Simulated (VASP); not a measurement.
LiYHg:

```
CELL_PARAMETERS angstrom
4.21794 0.00000 0.00000
0.00000 4.21794 0.00000
0.00000 0.00000 5.25109
ATOMIC_POSITIONS crystal
Li 0.50000 0.50000 0.50000
Y 0.00000 0.00000 0.00000
Hg 0.50000 0.50000 0.00000
```

The cell was built by a generator and needn't be a form met in nature.

```yaml
Program: VASP 6.6.1
Task: relaxation of cell and atoms
Functional: PBE
Potentials_or_basis: VASP PAW PBE potentials, release 64 (Li, Y_sv, Hg)
Cutoff: 600 eV
k_mesh: 6 × 6 × 5
Occupations: fermi-dirac, width 0.05 eV
Spin: no spin polarisation
```

At the start: pressure 0.1 GPa; volume 31.14 Å³/atom.

Where does the relaxation end?

Over 9 steps the energy falls by 7.4 meV/atom; space group P4/mmm (No. 123, to 0.05 Å).

The path:
| step | energy change (eV) | largest force (eV/Å) | pressure (GPa) | volume (Å³) |
| --- | --- | --- | --- | --- |
| 1 | 0.0000 | 0.0000 | 0.05 | 93.42 |
| 2 | -0.0221 | 0.0000 | -0.05 | 93.56 |
| 3 | -0.0221 | 0.0000 | -0.05 | 93.56 |
| 4 | -0.0221 | 0.0000 | -0.06 | 93.56 |
| 5 | -0.0219 | 0.0000 | -0.08 | 93.49 |
| 6 | -0.0221 | 0.0000 | -0.07 | 93.55 |
| 7 | -0.0221 | 0.0000 | -0.07 | 93.55 |
| 8 | -0.0221 | 0.0000 | 0.01 | 93.39 |
| 9 | -0.0221 | 0.0000 | 0.01 | 93.42 |

Final structure:
```
Li Y Hg
1.0
     4.20756    0.00000    0.00000
     0.00000    4.20756    0.00000
     0.00000    0.00000    5.27671
Li Y Hg
1 1 1
Direct
  0.50000 0.50000 0.50000
  0.00000 0.00000 0.00000
  0.50000 0.50000 0.00000
```
